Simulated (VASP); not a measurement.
These are PBE GGA, VASP's PBE PAW potentials (set 64) (plane waves; VASP) values and carry that method's errors.

The input files of a VASP run:

**INCAR**
```
SYSTEM = CoGa
PREC = Accurate
ENCUT = 400
EDIFF = 1E-7
NELM = 100
ALGO = Normal
LREAL = .FALSE.
LASPH = .TRUE.
ISMEAR = -5
GGA = PE
LMAXMIX = 4
LWAVE = .FALSE.
LCHARG = .TRUE.
LORBIT = 11
NEDOS = 601
ISIF = 2
```

### KPOINTS
```
Automatic mesh
0
Gamma
14 14 14
0 0 0
```

POSCAR:
```
CoGa
2.8789740
  1.0000001552   0.0000000000   0.0000000000
  0.0000000000   1.0000001552   0.0000000000
  0.0000000000   0.0000000000   1.0000001552
Ga Co
1 1
Cartesian
  0.5000000776   0.5000000776   0.5000000776
  0.0000000000   0.0000000000   0.0000000000
```

POTCAR, in this order: Ga_d Co (PBE.64 set). Program: vasp_std.

The run wrote:

File OUTCAR:
```
 ion  position               nearest neighbor table
   1  0.500  0.500  0.500-   2 2.49   2 2.49   2 2.49   2 2.49   2 2.49   2 2.49   2 2.49   2 2.49
  LATTYP: Found a simple cubic cell.
 ALAT       =     2.8789744467
 Subroutine PRICEL returns:
 Original cell was already a primitive cell.
 Subroutine GETGRP returns: Found 48 space group operations
The static configuration has the point symmetry O_h .
The dynamic configuration has the point symmetry O_h .
 Subroutine INISYM returns: Found 48 space group operations
 Subroutine IBZKPT returns following result:
 Found    120 irreducible k-points:

 Following reciprocal coordinates:
            Coordinates               Weight
  0.000000  0.000000  0.000000      1.000000
  0.071429  0.000000  0.000000      6.000000
  0.142857  0.000000  0.000000      6.000000
  0.214286  0.000000  0.000000      6.000000
  0.285714  0.000000  0.000000      6.000000
  0.357143  0.000000  0.000000      6.000000
  0.428571  0.000000  0.000000      6.000000
  0.500000  0.000000  0.000000      3.000000
  0.071429  0.071429  0.000000     12.000000
  0.142857  0.071429  0.000000     24.000000
  0.214286  0.071429  0.000000     24.000000
  0.285714  0.071429  0.000000     24.000000
  0.357143  0.071429  0.000000     24.000000
  0.428571  0.071429  0.000000     24.000000
  0.500000  0.071429  0.000000     12.000000
  0.142857  0.142857  0.000000     12.000000
  0.214286  0.142857  0.000000     24.000000
  0.285714  0.142857  0.000000     24.000000
  0.357143  0.142857  0.000000     24.000000
  0.428571  0.142857  0.000000     24.000000
  0.500000  0.142857  0.000000     12.000000
  0.214286  0.214286  0.000000     12.000000
  0.285714  0.214286  0.000000     24.000000
  0.357143  0.214286  0.000000     24.000000
  0.428571  0.214286  0.000000     24.000000
...
```

**OSZICAR**
```
       N       E                     dE             d eps       ncg     rms          rms(c)
DAV:   1     0.887414229571E+02    0.88741E+02   -0.92570E+03  3821   0.223E+03
DAV:   2    -0.695479460773E+01   -0.95696E+02   -0.93869E+02  3740   0.328E+02
DAV:   3    -0.113899067081E+02   -0.44351E+01   -0.44226E+01  4237   0.758E+01
DAV:   4    -0.114555089491E+02   -0.65602E-01   -0.65175E-01  4906   0.856E+00
DAV:   5    -0.114571145802E+02   -0.16056E-02   -0.16058E-02  4320   0.115E+00    0.957E+00
DAV:   6    -0.125394260096E+02   -0.10823E+01   -0.22745E+01  4111   0.634E+01    0.115E+01
DAV:   7    -0.104989020442E+02    0.20405E+01   -0.94322E+00  3741   0.468E+01    0.175E+00
DAV:   8    -0.104830759199E+02    0.15826E-01   -0.24501E-01  4294   0.538E+00    0.650E-01
DAV:   9    -0.104770763031E+02    0.59996E-02   -0.19882E-02  4899   0.222E+00    0.133E-01
DAV:  10    -0.104768201662E+02    0.25614E-03   -0.62772E-04  4787   0.361E-01    0.658E-02
DAV:  11    -0.104768040029E+02    0.16163E-04   -0.70137E-05  5058   0.147E-01    0.125E-02
DAV:  12    -0.104768046937E+02   -0.69082E-06   -0.38846E-06  5217   0.335E-02    0.283E-03
DAV:  13    -0.104768050910E+02   -0.39732E-06   -0.38083E-07  3836   0.966E-03    0.157E-03
DAV:  14    -0.104768046308E+02    0.46015E-06   -0.13921E-07  2342   0.671E-03    0.380E-04
DAV:  15    -0.104768046210E+02    0.98580E-08   -0.14749E-08  2045   0.119E-03
   1 F= -.10476805E+02 E0= -.10476805E+02  d E =0.000000E+00
```

OUTCAR:
```
------------------------ aborting loop because EDIFF is reached ----------------------------------------
  FORCE on cell =-STRESS in cart. coord.  units (eV):
  Direction    XX          YY          ZZ          XY          YZ          ZX
  --------------------------------------------------------------------------------------
  Total       -0.0020278     -0.0020278     -0.0020278     -0.0000000     -0.0000000     -0.0000000
  in kB       -0.1361542     -0.1361542     -0.1361542     -0.0000000     -0.0000000     -0.0000000
  external PRESSURE =      -0.1361542 kB  Pullay stress =       0.0000000 kB
  volume of cell :       23.86
      direct lattice vectors                 reciprocal lattice vectors
     2.878974447  0.000000000  0.000000000     0.347345910  0.000000000  0.000000000
     0.000000000  2.878974447  0.000000000     0.000000000  0.347345910  0.000000000
     0.000000000  0.000000000  2.878974447     0.000000000  0.000000000  0.347345910
 POSITION                                       TOTAL-FORCE (eV/Angst)
 -----------------------------------------------------------------------------------
      1.43949      1.43949      1.43949         0.000000      0.000000      0.000000
      0.00000      0.00000      0.00000         0.000000      0.000000      0.000000
 -----------------------------------------------------------------------------------
    total drift:                               -0.000000      0.000000     -0.000000
  FREE ENERGIE OF THE ION-ELECTRON SYSTEM (eV)
  ---------------------------------------------------
  free  energy   TOTEN  =       -10.4768046210 eV

  energy  without entropy=      -10.4768046210  energy(sigma->0) =      -10.47680462

 total charge

# of ion       s       p       d       tot
------------------------------------------
    1        0.847   0.886  10.052  11.785
    2        0.386   0.453   7.508   8.348
--------------------------------------------------
tot          1.233   1.339  17.560  20.132
```
(Selected blocks of OUTCAR.)

For a metal the tetrahedron method with Blöchl corrections gives inexact stress and forces.

The compound is CoGa in the CsCl type structure. It was relaxed first. The run is not spin-polarised, so no magnetic state was tried.
